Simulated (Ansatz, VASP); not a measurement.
# Cross-check of In3As between VASP and Ansatz, part 2 of 2

One calculation is typed for both programs; each brings its own data sets. How far apart do they land? The cell is generated by rule, not measured, and may not be a known phase. The cell is taken from a series of runs on this material, whose earlier steps may have relaxed, scaled, displaced or heated it; both programs get it as it stands.

VASP 6.6.1 and Ansatz 0.2.0.

So far: The starting structure; VASP: zone-centre phonons, PBEsol.

The structure was built from a prototype and need not be the compound's stable phase.

## 3. Ansatz: zone-centre phonons, PBEsol

Level of this step: Ansatz beside VASP: Kohn-Sham DFT, plane waves, PBEsol (Ansatz).

Ansatz runs on its default PAW (the set named soft_2) files.

The same cell, functional, mesh and smearing now go to Ansatz, which takes its cutoff from its data sets.

Input file input.yaml:

```yaml
crystal:
  lattice:
    - [0.0, 3.6418882994, 3.6418882994]
    - [3.6418882994, 0.0, 3.6418882994]
    - [3.6418882994, 3.6418882994, 0.0]
  atoms:
    - { symbol: As, position: [0.0, 0.0, 0.0] }
    - { symbol: In, position: [0.25, 0.25, 0.25] }
    - { symbol: In, position: [0.75, 0.75, 0.75] }
    - { symbol: In, position: [0.5, 0.5, 0.5] }
kpoints:
  mp_grid: { grid: [10, 10, 10] }
hamiltonian:
  xc: pbesol
scf:
  occupations: { method: methfessel_paxton, width: 0.15 }
output:
  eigenvalues: true
phonons:
  method: dfpt
```

Launch:

```sh
$ ansatz run input.yaml --threads 4 --pin off --max-ram 7168MiB --backend cpu --events-out ev --progress --plain --runs-dir out
```

Numbers of over 12 decimals in the logs are rounded to 6 here.

Output:

```text
zone centre: on kpoints.mp_grid the ground state, and the responses unless they are solved on pairs of k-points, stand on 102 of the mesh's 1000 k-points, reduced under 8 symmetry operations, with k and −k counted as one. Each operation leaves every solved displacement unchanged or reverses it
Engine: ansatz 0.2.0, aarch64-unknown-linux-gnu
Pseudopotentials: kind: paw
Pseudopotential: As, paw, valence charge 15, recommended cutoff 420 eV (normal), As.paw.azcp
Pseudopotential: In, paw, valence charge 13, recommended cutoff 420 eV (normal), In.paw.azcp
Functional definition: PBEsol
  exchange = pbesol_x
  correlation = pbesol_c
Crystal: 4 atoms, lattice volume = 96.607 Å³
Basis set: ecut = 420 eV, 1917 PW (Γ), exchange–correlation on 72×72×72 points (8 copies of the dense FFT grid, shifted against one another)
Bands: 33, of which v1, the nominal top of the filled ones, is band 27 counted from 1 (26 counted from 0)
Symmetry: 48 space group operations
k-points: 102 of 1000 (irreducible under 8 space group operations, time reversal used)
Non-local potential: As, projectors of the file, l = 0: 2, l = 1: 2, l = 2: 3, l = 3: 1
Non-local potential: In, projectors of the file, l = 0: 2, l = 1: 2, l = 2: 2, l = 3: 2
PAW form: soft (Blöchl's): semilocal exchange-correlation on the pseudo side does not see the compensation charge
PAW frozen core: As, regenerated for the run's functional, and the local potential with it (the file was generated under x = pbe(κ = 0.804, μ = 0.219515), c = pbe(β = 0.066725))
PAW frozen core: In, regenerated for the run's functional, and the local potential with it (the file was generated under x = pbe(κ = 0.804, μ = 0.219515), c = pbe(β = 0.066725))
PAW one-centre angular grid: As, 590 points (default); XC on 64 Gauss nodes
PAW one-centre angular grid: In, 590 points (default); XC on 64 Gauss nodes
Initial density: superposition of atomic densities (neutral atoms: chi_scale 0, normalization atom), corrected by the library's trained network
Initial wavefunctions: pseudopotential atomic-orbital guess
Functional: x = pbesol(κ = 0.804, μ = 0.123457), c = pbesol(β = 0.046)
SCF iter   1: F=—  HF=-21388.837741 eV  |F-HF|=—  |Δ(HF+E_count)|=         —  Δρ=3.38e-3  dr2=1.10e-2  ethr=1.77e-3  ⟨swp⟩=6.6  Hψ=13935  notcnv=0
preconditioner: auto → Kerker (q_TF=auto, 2.476 Å⁻¹)  [metal: Δε(μ)=0.005 eV  Ē_g=14.173 eV  σ=0.150 eV  W_gap=0.03  n_scr=26 (ndim 8)  ℏωp=25.1 eV  f_vac=0.000  D(μ)=2.18/eV (n_scr^D=14)]
SCF iter   2: F=—  HF=-21388.830395 eV  |F-HF|=—  |Δ(HF+E_count)|=   7.35e-3  S|Δr|=    0.00e0  Δρ=1.75e-3  dr2=2.98e-3  ethr=2.04e-5  ⟨swp⟩=2.3  Hψ=6958  notcnv=0
SCF iter   3: F=—  HF=-21388.829391 eV  |F-HF|=—  |Δ(HF+E_count)|=   1.00e-3  S|Δr|=    0.00e0  Δρ=3.79e-4  dr2=1.61e-4  ethr=5.52e-6  ⟨swp⟩=2.0  Hψ=5403  notcnv=0
SCF iter   4: F=—  HF=-21388.829335 eV  |F-HF|=—  |Δ(HF+E_count)|=   5.61e-5  S|Δr|=    0.00e0  Δρ=1.73e-4  dr2=2.71e-5  ethr=2.99e-7  ⟨swp⟩=2.0  Hψ=6001  notcnv=0
SCF iter   5: F=—  HF=-21388.829331 eV  |F-HF|=—  |Δ(HF+E_count)|=   4.00e-6  S|Δr|=    0.00e0  Δρ=6.82e-5  dr2=4.14e-6  ethr=5.03e-8  ⟨swp⟩=2.0  Hψ=6014  notcnv=0
SCF iter   6: F=—  HF=-21388.829330 eV  |F-HF|=—  |Δ(HF+E_count)|=   1.51e-7  S|Δr|=    0.00e0  Δρ=3.23e-5  dr2=6.73e-7  ethr=7.66e-9  ⟨swp⟩=2.0  Hψ=6013  notcnv=0
SCF iter   7: F=—  HF=-21388.829330 eV  |F-HF|=—  |Δ(HF+E_count)|=   2.55e-7  S|Δr|=    0.00e0  Δρ=1.20e-5  dr2=9.71e-8  ethr=1.25e-9  ⟨swp⟩=2.7  Hψ=6210  notcnv=0
SCF iter   8: F=—  HF=-21388.829330 eV  |F-HF|=—  |Δ(HF+E_count)|=   4.85e-8  S|Δr|=    0.00e0  Δρ=9.71e-7  dr2=1.18e-9  ethr=1.80e-10  ⟨swp⟩=2.0  Hψ=5976  notcnv=0
SCF iter   9: F=—  HF=-21388.829330 eV  |F-HF|=—  |Δ(HF+E_count)|=  3.02e-10  S|Δr|=    0.00e0  Δρ=1.78e-7  dr2=4.14e-11  ethr=2.19e-12  ⟨swp⟩=2.0  Hψ=6020  notcnv=0
SCF iter  10: F=-21388.829330 eV  HF=-21388.829330 eV  |F-HF|=7.28e-12  |Δ(HF+E_count)|=  3.64e-12  S|Δr|=    0.00e0  Δρ=3.15e-8  dr2=1.15e-12  ethr=1.00e-12  ⟨swp⟩=8.5  Hψ=16107  notcnv=0
SCF 1 converged in 10 iterations: F = -21388.829330 eV  dr2 = 1.15e-12
  greatest PAW one-centre occupation: 0.999 electrons in one spin orbital (limit 2), on the As atom at site 0 (counted from 0), in its partial waves of l = 2
DFPT response loops at Γ: preconditioner auto → Kerker (q_TF=auto, 2.476 Å⁻¹) (partly filled bands, converged f_vac=0.000); β = 1.00, the filter's whole step (`scf.mixing.beta` (0.50) is not read by the response loops under this deck's `scf.mixing.preconditioner`; to damp them name `kerker` or `kerker_dos`, under which they read `scf.mixing.beta`, and type it under 1.00, their step now; both keys bind the ground state too); Broyden in place of MSR1
SCF converged after 10 iterations
Stability not checked: this state was not tested for a lower state beside it, because cold or Methfessel-Paxton smearing, or corrected tetrahedra, fill the levels in a way that the test cannot read (fill_not_monotonic; see scf.lower_state_search)
Free energy (F): -21388.829330 eV
Harris-Foulkes:  -21388.829330 eV  (|F-HF|=7.28e-12)
Internal energy: -21388.831053 eV  (E = F + TS)
E sigma→0 (E₀):  -21388.829761 eV
Entropy (-TS):   0.001723 eV (0.431 meV/atom)
Fermi energy:    10.611179 eV
--- Per-component energies (eV) ---
  E_band       = -282.814782
  E_kinetic    = 827.125164
  E_local      = -4776.300234  (includes V_loc(G=0)·N_el)
  E_nonlocal   = 433.354397
  E_hartree    = 2137.700413
  E_xc         = -721.638250
  E_vxc        = -381.337099  (∫ρ·V_xc dr)
  E_paw        = -14034.968650  (= ΣΔE_a)
  E_vpaw       = -661.057905  (= ΣTr[D̂ρ^β])
  E_aug_tail   = 0.000082  (compensation charges beyond the density's cutoff)
  E_ewald      = -5255.778112
  E_core_change = 1.674136  (= ΣΔE_core)
  E_smearing   = 0.001723  (= −TS)
  E_closure    = -0.000000  (closes the sum)
  Σ components = -21388.829330   (vs F -21388.829330, Δ=0.00e0)
--- Band table (eV; the first three rows and the last of 102) ---
  k-point 0: bands = [... 23 lower, 8.7806, 8.7806, 8.7806, 10.5478, 10.5478, 10.5478, 11.1944, 11.6109, ... 2 higher]
  k-point 1: bands = [... 23 lower, 8.6733, 8.6733, 8.9163, 10.1678, 10.6267, 10.6267, 11.4718, 11.5934, ... 2 higher]
  k-point 2: bands = [... 23 lower, 8.4734, 8.4734, 9.3137, 9.4380, 10.4633, 10.4633, 11.9696, 11.9696, ... 2 higher]
  k-point 101: bands = [... 23 lower, 4.6552, 8.4595, 9.3632, 10.0163, 10.8774, 13.2384, 13.6222, 15.6695, ... 2 higher]
--- Phonons (Γ-DFPT): 3 representative perturbations + reference, on 102 of 1000 k-points (Σ response iterations 9) ---
  k mesh reduced under 8 symmetry operations, with k and −k counted as one. Each operation leaves every solved displacement unchanged or reverses it
  ASR residual: 2.630e-5 → 0.000e0 eV/Å²; symmetrization residual: 8.978e-6 eV/Å²
  ASR residual per site (eV/Å²): 2.63e-5 3.42e-6 3.42e-6 1.18e-5
  Γ frequencies (cm⁻¹): 0.00 0.00 0.00 67.01 67.01 67.01 80.80 80.80 80.80 96.81 96.81 96.81
  non-analytic LO–TO correction: not included (Born effective charges unavailable; polar crystals: no LO–TO splitting at Γ)
```

## 4. Comparison

Known differences besides the potentials themselves: the data sets hold 54 valence electrons in Ansatz (on its default PAW (the set named soft_2) files) and 44 in VASP; the cutoff is 420 eV in Ansatz and 500 eV in VASP; Ansatz makes its cores anew for this functional, VASP keeps those of its PBE data sets. Total energies have different zeros and are not compared.

Compared:

```csv
quantity,Ansatz,VASP,difference
optical mode 1 to 3 (cm⁻¹),67.0,67.6,-0.81 %
optical mode 4 to 6 (cm⁻¹),80.8,81.0,-0.24 %
optical mode 7 to 9 (cm⁻¹),96.8,97.0,-0.19 %
```

Modes are paired by rising frequency, not by their patterns, so a pair may set unlike modes beside each other; they are those without the splitting of longitudinal modes.

## 5. What came out

| Quantity | Value |
| --- | --- |
| r.m.s. difference of the optical zone-centre modes, each program's sorted by frequency (zone-centre phonons, PBEsol) | 0.35 cm⁻¹ |
| difference in optical mode 1 to 3 (zone-centre phonons, PBEsol) | -0.8 % |

What this shows: The r.m.s. difference of the optical zone-centre modes, each program's sorted by frequency is 0.35 cm⁻¹ (zone-centre phonons, PBEsol). The data sets hold unlike numbers of valence electrons (54 in Ansatz and 44 in VASP), so part of the differences comes from the potentials. Among the rows given in per cent, the largest difference of the zone-centre phonons, PBEsol pair is in optical mode 1 to 3, -0.8 %. How closely two codes agree says nothing of how well the functional describes the real material.

[Lines on the potential files, build, host, timing and source positions are cut from VASP's logs without a mark.]

[Logs are printed without paths, hosts, clocks, repeated set-up lines and the standing remarks that a program may print on its own settings, such as how far it seeks lower states.]

[Hosts, paths, dates, database ids (printed as entryN), source tags and the programs' standing remarks are cut or masked in the printed files.]
